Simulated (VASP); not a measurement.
# SnSe2: what each functional gives, and what it costs

Wanted: bands and gap of SnSe2 from one functional after another. The levels: LDA, PBEsol, PBE, r2SCAN, TB-mBJ, TPSS, HSE06, r2SCAN0, HSE03, PBE-EpsX, PBE0, PBE + SOC, HSE06 + SOC and TB-mBJ + SOC. LASPH is on for some levels and off for others; the table marks which. The start is a cell from a database of measured crystal structures.

Program: VASP 6.6.1. Level of theory: LDA; plane waves and PAW (Sn_d, Se), in the first sound run; inputs show where later runs differ. Results are calculated unless marked as measured.

## 1. The structure

Symmetry: P-3m1, No. 164, trigonal system. Conventional cell: a = 3.811 Å, b = 3.811 Å, c = 6.136 Å, α = 90.00°, β = 90.00°, γ = 120.00°. Nearest to Sn lie 6 Se at 2.68 Å. Se has 3 Sn at 2.68 Å nearest. Farther neighbours and most contacts between anions are not listed.

Coordinates:

```cif
data_structure
_symmetry_space_group_name_H-M 'P 1'
_symmetry_Int_Tables_number 1
_cell_length_a 3.8110
_cell_length_b 3.8110
_cell_length_c 6.1360
_cell_angle_alpha 90.000
_cell_angle_beta 90.000
_cell_angle_gamma 120.000
_cell_volume 77.18
loop_
_atom_site_label
_atom_site_type_symbol
_atom_site_fract_x
_atom_site_fract_y
_atom_site_fract_z
_atom_site_occupancy
Sn1 Sn 0.00000 0.00000 0.00000 1
Se2 Se 0.33333 0.66667 0.24900 1
Se3 Se 0.66667 0.33333 0.75100 1
```

## 2. Bands with LDA, k 4×4×3

The mesh alone shows little of the dispersion and can miss band extrema, so KPOINTS_OPT adds a path through the symmetry points after the self-consistent cycle. LDA, the lowest rung, knows the local density alone.

File INCAR:

```
SYSTEM = SnSe2
PREC = Accurate
ENCUT = 400
EDIFF = 1E-06
NELM = 100
ISMEAR = 0
SIGMA = 0.02
LREAL = .FALSE.
ALGO = Normal
GGA = CA
NBANDS = 26
LORBIT = 11
LWAVE = .FALSE.
LCHARG = .FALSE.
KPAR = 4
```

File POSCAR:

```
SnSe2
1.0
    3.8110000000      0.0000000000      0.0000000000
   -1.9055000000      3.3004228138      0.0000000000
    0.0000000000      0.0000000000      6.1360000000
Sn Se
1 2
Direct
    0.0000000000      0.0000000000      0.0000000000
    0.3333333333      0.6666666667      0.2490000000
    0.6666666667      0.3333333333      0.7510000000
```

File KPOINTS:

```
Automatic mesh
0
Gamma
4 4 3
0 0 0
```

File KPOINTS_OPT:

```
Line mode
16
Line-mode
Reciprocal
  0.00000000   0.00000000   0.00000000 GAMMA
  0.50000000   0.00000000   0.00000000 M

  0.50000000   0.00000000   0.00000000 M
  0.33333333   0.33333333   0.00000000 K

  0.33333333   0.33333333   0.00000000 K
  0.00000000   0.00000000   0.00000000 GAMMA

  0.00000000   0.00000000   0.00000000 GAMMA
  0.00000000   0.00000000   0.50000000 A

  0.00000000   0.00000000   0.50000000 A
  0.50000000   0.00000000   0.50000000 L

  0.50000000   0.00000000   0.50000000 L
  0.33333333   0.33333333   0.50000000 H

  0.33333333   0.33333333   0.50000000 H
  0.00000000   0.00000000   0.50000000 A

  0.50000000   0.00000000   0.50000000 L
  0.50000000   0.00000000   0.00000000 M

  0.33333333   0.33333333   0.00000000 K
  0.33333333   0.33333333   0.50000000 H
```

The projector-augmented-wave data sets are Sn_d and Se (PBE family, release 64).

On the command line:

```
$ mpirun -np 4 vasp_std
```

Numbers of over 12 decimals in the logs are rounded to 6 here.

Output:

```text
[banner, memory and clock lines left out]
running    4 mpi-ranks, on    1 nodes
 distrk:  each k-point on    1 cores,    4 groups
 distr:  one band on    1 cores,    1 groups

 POSCAR found type information on POSCAR SnSe
 POSCAR found :  2 types and       3 ions
|                                                                             |
|               ----> ADVICE to this user running VASP <----                  |
|                                                                             |
|     You enforced a specific xc type in the INCAR file but a different       |
|     [... a line on the potential file left out ...]
|     I HOPE YOU KNOW WHAT YOU ARE DOING!                                     |
|                                                                             |

 LDA part: xc-table for (Slater(with rela. corr.)+CA(PZ))
 , standard interpolation
 POSCAR, INCAR and KPOINTS ok, starting setup
 FFT: planning ... GRIDC
 FFT: planning ... GRID_SOFT
 FFT: planning ... GRID
 WAVECAR not read
 entering main loop
       N       E                     dE             d eps       ncg     rms          rms(c)
DAV:   1     0.186247262025E+03    0.18625E+03   -0.99011E+03   508   0.951E+02
DAV:   2     0.978203158717E+01   -0.17647E+03   -0.16497E+03   524   0.300E+02
DAV:   3    -0.133081208000E+02   -0.23090E+02   -0.22710E+02   564   0.908E+01
DAV:   4    -0.140382971005E+02   -0.73018E+00   -0.72926E+00   584   0.177E+01
DAV:   5    -0.140570136476E+02   -0.18717E-01   -0.18716E-01   654   0.274E+00    0.503E+00
DAV:   6    -0.137388659966E+02    0.31815E+00   -0.46035E-01   672   0.678E+00    0.313E+00
DAV:   7    -0.136996673592E+02    0.39199E-01   -0.14355E-01   604   0.223E+00    0.929E-01
DAV:   8    -0.136962001617E+02    0.34672E-02   -0.11513E-02   632   0.855E-01    0.292E-01
DAV:   9    -0.136959522000E+02    0.24796E-03   -0.10938E-03   580   0.200E-01    0.830E-02
DAV:  10    -0.136959406757E+02    0.11524E-04   -0.92414E-05   618   0.496E-02    0.281E-02
DAV:  11    -0.136959451422E+02   -0.44665E-05   -0.86318E-06   518   0.139E-02    0.457E-03
DAV:  12    -0.136959447963E+02    0.34585E-06   -0.82928E-07   396   0.536E-03
   1 F= -.13695945E+02 E0= -.13695945E+02  d E =-.777422E-17
 Start KPOINTS_OPT (optional k-point list driver)
k-point batch [1-9\144]
       N       E                     dE             ncg
DAV:   1     0.162474106309E+03   -0.10724E+04      516
DAV:   2    -0.144353240917E+04   -0.16060E+04      518
DAV:   3    -0.164397890346E+04   -0.20045E+03      530
DAV:   4    -0.165027055792E+04   -0.62917E+01      592
DAV:   5    -0.165041979069E+04   -0.14923E+00      606
DAV:   6    -0.165042303151E+04   -0.32408E-02      572
DAV:   7    -0.165042313925E+04   -0.10773E-03      690
DAV:   8    -0.165042313965E+04   -0.39998E-06      404
[...]
k-point batch [136-144\144]
       N       E                     dE             ncg
DAV:   1    -0.363255848380E+02   -0.73327E+04      516
DAV:   2    -0.158474951522E+04   -0.15484E+04      548
DAV:   3    -0.177691904981E+04   -0.19217E+03      556
DAV:   4    -0.178269434346E+04   -0.57753E+01      536
DAV:   5    -0.178282378249E+04   -0.12944E+00      606
DAV:   6    -0.178282751762E+04   -0.37351E-02      574
DAV:   7    -0.178282778066E+04   -0.26304E-03      694
DAV:   8    -0.178282778158E+04   -0.91975E-06      480
```

Elapsed: 17 s, on 4 MPI ranks of Intel Xeon 6975P-C (Granite Rapids), shared host; peak memory 0.68 GiB; 67 s of CPU time.

Lines that name or quote the potential files are left out of all logs, and their timing lines are given in words.

From OUTCAR (step 2):

```text
ion  position               nearest neighbor table
   1  0.000  0.000  0.000-   2 2.68   3 2.68   2 2.68   3 2.68   3 2.68   2 2.68
   2  0.333  0.667  0.249-   1 2.68   1 2.68   1 2.68
   3  0.667  0.333  0.751-   1 2.68   1 2.68   1 2.68

  LATTYP: Found a hexagonal cell.
 ALAT       =     3.8110000000
 C/A-ratio  =     1.6100760955

 Subroutine GETGRP returns: Found 12 space group operations
 (whereof 12 operations were pure point group operations)

The static configuration has the point symmetry D_3d.

 Found      9 irreducible k-points:

   k-points           NKPTS =      9   k-points in BZ     NKDIM =      9   number of bands    NBANDS=     26

   dimension x,y,z NGX =    28 NGY =   28 NGZ =   40
   dimension x,y,z NGXF=    56 NGYF=   56 NGZF=   80

   ENCUT  =  400.0 eV  29.40 Ry    5.42 a.u.   6.21  6.21 10.01*2*pi/ulx,y,z

   NELECT =      26.0000    total number of electrons

 k-points in reciprocal lattice and weights: Automatic mesh
   0.00000000  0.00000000  0.00000000       0.021
   0.25000000 -0.00000000  0.00000000       0.125
   0.50000000 -0.00000000  0.00000000       0.062
   0.25000000  0.25000000  0.00000000       0.125
   0.00000000  0.00000000  0.33333333       0.042
   0.25000000 -0.00000000  0.33333333       0.125
   0.00000000  0.25000000  0.33333333       0.125
   0.50000000 -0.00000000  0.33333333       0.125
   0.25000000  0.25000000  0.33333333       0.250

 average (electrostatic) potential at core
       1-102.4604       2 -53.1997       3 -53.1997

 E-fermi :   4.0437

 k-point     1 :       0.0000    0.0000    0.0000
  band No.  band energies     occupation
    ...
      9       3.2178      2.00000
     10       3.2178      2.00000
     11       3.5510      2.00000
     12       3.5510      2.00000
     13       3.9323      2.00000
     14       4.8189      0.00000
     15       6.7032      0.00000
     16       8.4459      0.00000
     17       8.4459      0.00000
     18      11.9450      0.00000
    ...

 k-point     2 :       0.2500   -0.0000    0.0000
  band No.  band energies     occupation
    ...
      9       0.2720      2.00000
     10       1.5374      2.00000
     11       1.9132      2.00000
     12       3.7198      2.00000
     13       3.8088      2.00000
     14       5.8222      0.00000
     15       7.7047      0.00000
     16       9.2254      0.00000
     17       9.5071      0.00000
     18      10.4248      0.00000
    ...

 k-point     3 :       0.5000   -0.0000    0.0000
  band No.  band energies     occupation
    ...
      9      -0.6025      2.00000
     10       0.9806      2.00000
     11       1.2162      2.00000
     12       2.6807      2.00000
     13       3.6358      2.00000
     14       4.9835      0.00000
     15       7.5487      0.00000
     16       9.2384      0.00000
     17       9.2961      0.00000
     18      11.0954      0.00000
    ...

  Total        0.6774548      0.6774548      0.8495310     -0.0000000      0.0000000      0.0000000
  in kB       14.0636169     14.0636169     17.6358304     -0.0000000      0.0000000      0.0000000
  external PRESSURE =      15.2543547 kB  Pullay stress =       0.0000000 kB

  energy-cutoff  :      400.00
  volume of cell :       77.18
      direct lattice vectors                 reciprocal lattice vectors
     3.811000000  0.000000000  0.000000000     0.262398321  0.151495741  0.000000000
    -1.905500000  3.300422814  0.000000000     0.000000000  0.302991482  0.000000000
     0.000000000  0.000000000  6.136000000     0.000000000  0.000000000  0.162972621

 POSITION                                       TOTAL-FORCE (eV/Angst)
 -----------------------------------------------------------------------------------
      0.00000      0.00000      0.00000        -0.000000      0.000000      0.000000
     -0.00000      2.20028      1.52786         0.000000      0.000000      0.429930
      1.90550      1.10014      4.60814        -0.000000     -0.000000     -0.429930
 -----------------------------------------------------------------------------------
    total drift:                                0.000000      0.000000      0.000000

  FREE ENERGIE OF THE ION-ELECTRON SYSTEM (eV)
  ---------------------------------------------------
  free  energy   TOTEN  =       -13.6959447963 eV

  energy  without entropy=      -13.6959447963  energy(sigma->0) =      -13.69594480

 total charge
# of ion       s       p       d       tot
------------------------------------------
    1        1.054   1.079  10.124  12.257
    2        1.486   2.322   0.029   3.838
    3        1.486   2.322   0.029   3.838
--------------------------------------------------
tot          4.027   5.724  10.182  19.932

[... 3 further parts left out ...]
```

Spin-orbit coupling is off here; it can split and shift levels that hold much weight on Sn by tenths of an eV or more. The PAW data sets were made with PBE, though LDA sets exist; this is a small mismatch.

Numbers from this step:

```yaml
scf_cycles: 12
electrons: 26
bands: 26
irreducible_k_points: 9
symmetry_operations: 12
free_energy_toten: -13.70 eV
fermi_energy: 4.044 eV
pressure: 1.525 GPa
metallic_judged_on_the_points_sampled: no
least_gap_on_mesh_and_path: 0.5762 eV
least_direct_gap_on_mesh_and_path: 0.8866 eV
valence_top_at_k: 0.06667, 0.06667, 0
conduction_bottom_at_k: 0.5, 0, 0.3333
least_direct_gap_at_k: 0, 0, 0
```

The electronic bands at the labelled points (eV, zero at the valence-band top; v1 is the highest filled band, c1 the lowest empty one):

| point | v4 | v3 | v2 | v1 | c1 | c2 | c3 | c4 |
| --- | --- | --- | --- | --- | --- | --- | --- | --- |
| Γ | -0.76 | -0.43 | -0.43 | -0.05 | 0.84 | 2.72 | 4.47 | 4.47 |
| 0.53 of the way | -2.58 | -2.15 | -0.32 | -0.18 | 1.74 | 3.76 | 5.28 | 5.64 |
| M | -3.00 | -2.76 | -1.30 | -0.34 | 1.00 | 3.57 | 5.26 | 5.32 |
| 0.47 of the way | -3.35 | -2.95 | -1.30 | -1.27 | 1.39 | 4.95 | 5.04 | 6.27 |
| K | -3.80 | -3.44 | -1.61 | -1.61 | 1.24 | 6.50 | 6.50 | 7.06 |
| 0.47 of the way | -3.62 | -1.62 | -1.46 | -0.26 | 2.00 | 4.89 | 5.13 | 5.61 |
| Γ | -0.76 | -0.43 | -0.43 | -0.05 | 0.84 | 2.72 | 4.47 | 4.47 |
| 0.47 of the way | -0.81 | -0.81 | -0.35 | -0.35 | 1.69 | 2.73 | 4.34 | 4.34 |
| A | -0.85 | -0.85 | -0.27 | -0.27 | 2.28 | 2.69 | 4.19 | 4.19 |
| 0.53 of the way | -2.00 | -1.88 | -1.46 | -0.49 | 1.44 | 4.31 | 5.60 | 5.64 |
| L | -2.60 | -2.06 | -0.91 | -0.75 | 0.70 | 4.04 | 4.63 | 5.70 |
| 0.53 of the way | -3.76 | -2.93 | -0.64 | -0.45 | 1.71 | 4.49 | 5.06 | 5.57 |
| H | -4.32 | -3.83 | -0.41 | -0.41 | 2.41 | 4.53 | 4.53 | 6.02 |
| 0.47 of the way | -3.00 | -2.09 | -0.94 | -0.90 | 2.10 | 4.41 | 5.67 | 5.78 |
| A | -0.85 | -0.85 | -0.27 | -0.27 | 2.28 | 2.69 | 4.19 | 4.19 |
| jump to L | -2.60 | -2.06 | -0.91 | -0.75 | 0.70 | 4.04 | 4.63 | 5.70 |
| 0.47 of the way | -2.68 | -2.57 | -0.84 | -0.57 | 0.61 | 3.82 | 5.41 | 5.78 |
| M | -3.00 | -2.76 | -1.30 | -0.34 | 1.00 | 3.57 | 5.26 | 5.32 |
| jump to K | -3.80 | -3.44 | -1.61 | -1.61 | 1.24 | 6.50 | 6.50 | 7.06 |
| 0.53 of the way | -4.12 | -3.67 | -0.95 | -0.95 | 1.84 | 5.33 | 5.33 | 6.51 |
| H | -4.32 | -3.83 | -0.41 | -0.41 | 2.41 | 4.53 | 4.53 | 6.02 |

Of the projections kept (Sn, Se), the largest for each band there, as a share of the weight inside these atoms' spheres; weight between the spheres isn't counted:

| point | v4 | v3 | v2 | v1 | c1 | c2 | c3 | c4 |
| --- | --- | --- | --- | --- | --- | --- | --- | --- |
| Γ | Se 0.77 | Se 0.91 | Se 0.91 | Se 0.88 | Se 0.56 | Sn 0.59 | Sn 0.69 | Sn 0.69 |
| M | Se 0.76 | Se 0.67 | Se 0.86 | Se 0.92 | Se 0.58 | Sn 0.57 | Se 0.67 | Sn 0.58 |
| K | Se 0.68 | Se 0.62 | Se 0.92 | Se 0.92 | Se 0.58 | Se 0.59 | Se 0.59 | Se 0.51 |
| Γ | Se 0.77 | Se 0.91 | Se 0.91 | Se 0.88 | Se 0.56 | Sn 0.59 | Sn 0.69 | Sn 0.69 |
| A | Se 0.78 | Se 0.78 | Se 0.91 | Se 0.91 | Se 0.59 | Sn 0.65 | Sn 0.72 | Sn 0.72 |
| L | Se 0.65 | Se 0.73 | Se 0.88 | Se 0.92 | Se 0.59 | Se 0.69 | Sn 0.65 | Sn 0.50 |

Force by atom:

| atom | x (eV/Å) | y (eV/Å) | z (eV/Å) | size |
| --- | --- | --- | --- | --- |
| Sn1 | 0.000 | 0.000 | 0.000 | 0.000 |
| Se2 | 0.000 | 0.000 | 0.430 | 0.430 |
| Se3 | 0.000 | 0.000 | -0.430 | 0.430 |

The gap is 0.58 eV, indirect.

(Part 1 of 9 ends here.)

[Lines on the potential files, build, host, timing and source positions are cut from VASP's logs without a mark.]

[Logs are printed without paths, hosts, clocks, repeated set-up lines and the standing remarks that a program may print on its own settings, such as how far it seeks lower states.]

[Hosts, paths, dates, database ids (printed as entryN), source tags and the programs' standing remarks are cut or masked in the printed files.]

[A measured line is paired with the nearest computed mode of its activity, which favours agreement.]

[In band tables of VASP the shares of atoms and orbitals are scaled to a sum of 1 inside the atoms' spheres.]
